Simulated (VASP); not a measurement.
Input:

```
CELL_PARAMETERS angstrom
      4.69327    -8.12898     0.00000
      4.69327     8.12898     0.00000
      0.00000     0.00000    10.01920
ATOMIC_POSITIONS crystal
  Al 0.22080 0.11222 0.24937
  Al 0.11253 0.22414 0.99628
  Al 0.22332 0.11213 0.74999
  Al 0.10410 0.22003 0.49664
  Al 0.21407 0.44035 0.25487
  Al 0.11258 0.55508 0.99629
  Al 0.22546 0.44603 0.73239
  Al 0.10417 0.55063 0.49661
  Al 0.22082 0.77524 0.24935
  Al 0.11319 0.88991 0.00053
  Al 0.22333 0.77786 0.74999
  Al 0.11439 0.89049 0.49954
  Al 0.55442 0.11048 0.25212
  Al 0.44545 0.22396 0.00126
  Al 0.55654 0.11159 0.74992
  Al 0.43942 0.22667 0.50175
  Al 0.55066 0.44970 0.25378
  Al 0.44228 0.55441 0.99923
  Al 0.56113 0.44578 0.74789
  Al 0.55068 0.76754 0.25373
  Al 0.44548 0.88808 0.00126
  Al 0.56114 0.78195 0.74791
  Al 0.43947 0.87930 0.50181
  Al 0.88629 0.10899 0.24978
  Al 0.77805 0.22232 0.00082
  Al 0.89091 0.11305 0.75019
  Al 0.77464 0.22059 0.49920
  Al 0.88623 0.44383 0.24979
  Al 0.77758 0.55583 0.00071
  Al 0.89089 0.44444 0.75017
  Al 0.77975 0.56291 0.50384
  Al 0.88964 0.77811 0.24968
  Al 0.77754 0.88834 0.00071
  Al 0.89279 0.77971 0.75249
  Al 0.77974 0.88342 0.50384
  N  0.22069 0.11191 0.44048
  N  0.10792 0.21943 0.18695
  N  0.22421 0.11196 0.94117
  N  0.11144 0.22055 0.68922
  N  0.18843 0.42755 0.43565
  N  0.10787 0.55514 0.18698
  N  0.22611 0.44638 0.92924
  N  0.11145 0.55755 0.68921
  N  0.22076 0.77538 0.44046
  N  0.11234 0.88948 0.19119
  N  0.22425 0.77891 0.94115
  N  0.11400 0.89031 0.69147
  N  0.54999 0.10825 0.44353
  N  0.44592 0.22597 0.19550
  N  0.55517 0.11089 0.94243
  N  0.44600 0.22427 0.69143
  N  0.54990 0.47014 0.45431
  N  0.43671 0.55162 0.18917
  N  0.55535 0.44598 0.93852
  N  0.46293 0.56476 0.66275
  N  0.54982 0.74630 0.45433
  N  0.44591 0.88653 0.19548
  N  0.55529 0.77586 0.93855
  N  0.44600 0.88836 0.69145
  N  0.87631 0.10004 0.44095
  N  0.77574 0.22115 0.19193
  N  0.88849 0.11091 0.94131
  N  0.77834 0.22247 0.69119
  N  0.87628 0.44283 0.44096
  N  0.77285 0.55479 0.19285
  N  0.88852 0.44421 0.94131
  N  0.78247 0.55820 0.69352
  N  0.89390 0.78022 0.44078
  N  0.77290 0.88464 0.19286
  N  0.89057 0.77858 0.94338
  N  0.78244 0.89085 0.69352
  C  0.52023 0.59340 0.52299
```

Level of theory: HSE06 screened hybrid, VASP's PBE PAW potentials (set 64) (plane waves; VASP). Numerical set-up: PREC = Normal, LREAL = Auto, ISYM = 0, EDIFF = 1E-5, 400 eV cut-off, 1×1×1 Γ-centred mesh, Gaussian smearing of 0.050 eV, potentials Al N C. Starting moments (MAGMOM): 72*0.0139. The cell's moment is fixed (NUPDOWN = 1).

The supercell is sampled at Γ alone, which is coarse: total energies, pressure and levels can be off, energies of defects by several tenths of an eV.

### Question
Predict the cell moment, energy per atom (σ→0).

### Answer

- cell moment: 1.00 μB
- energy per atom (σ→0): -8.679 eV/atom

### Question
Give the moment on each site (PAW-sphere projection).

### Answer

| site | moment (μB) |
|---|---|
| Al1 | 0.00 |
| Al2 | 0.00 |
| Al3 | 0.00 |
| Al4 | 0.00 |
| Al5 | 0.00 |
| Al6 | 0.00 |
| Al7 | 0.02 |
| Al8 | 0.00 |
| Al9 | 0.00 |
| Al10 | 0.00 |
| Al11 | 0.00 |
| Al12 | 0.00 |
| Al13 | 0.00 |
| Al14 | 0.00 |
| Al15 | 0.00 |
| Al16 | 0.01 |
| Al17 | 0.00 |
| Al18 | 0.00 |
| Al19 | 0.00 |
| Al20 | 0.00 |
| Al21 | 0.00 |
| Al22 | 0.00 |
| Al23 | 0.01 |
| Al24 | 0.00 |
| Al25 | 0.00 |
| Al26 | 0.00 |
| Al27 | 0.00 |
| Al28 | 0.00 |
| Al29 | 0.00 |
| Al30 | 0.00 |
| Al31 | 0.01 |
| Al32 | 0.00 |
| Al33 | 0.00 |
| Al34 | 0.00 |
| Al35 | 0.01 |
| N36 | 0.00 |
| N37 | 0.00 |
| N38 | 0.00 |
| N39 | 0.00 |
| N40 | 0.00 |
| N41 | 0.00 |
| N42 | 0.00 |
| N43 | 0.00 |
| N44 | 0.00 |
| N45 | 0.00 |
| N46 | 0.00 |
| N47 | 0.00 |
| N48 | 0.00 |
| N49 | 0.00 |
| N50 | 0.00 |
| N51 | 0.00 |
| N52 | 0.02 |
| N53 | 0.00 |
| N54 | 0.00 |
| N55 | 0.00 |
| N56 | 0.02 |
| N57 | 0.00 |
| N58 | 0.00 |
| N59 | 0.00 |
| N60 | 0.00 |
| N61 | 0.00 |
| N62 | 0.00 |
| N63 | 0.00 |
| N64 | 0.00 |
| N65 | 0.00 |
| N66 | 0.00 |
| N67 | 0.00 |
| N68 | 0.00 |
| N69 | 0.00 |
| N70 | 0.00 |
| N71 | 0.00 |
| C72 | 0.40 |

The cell is a supercell with a defect, built from AlN (wurtzite): C_Al. The cell's shape comes from a PBE relaxation.
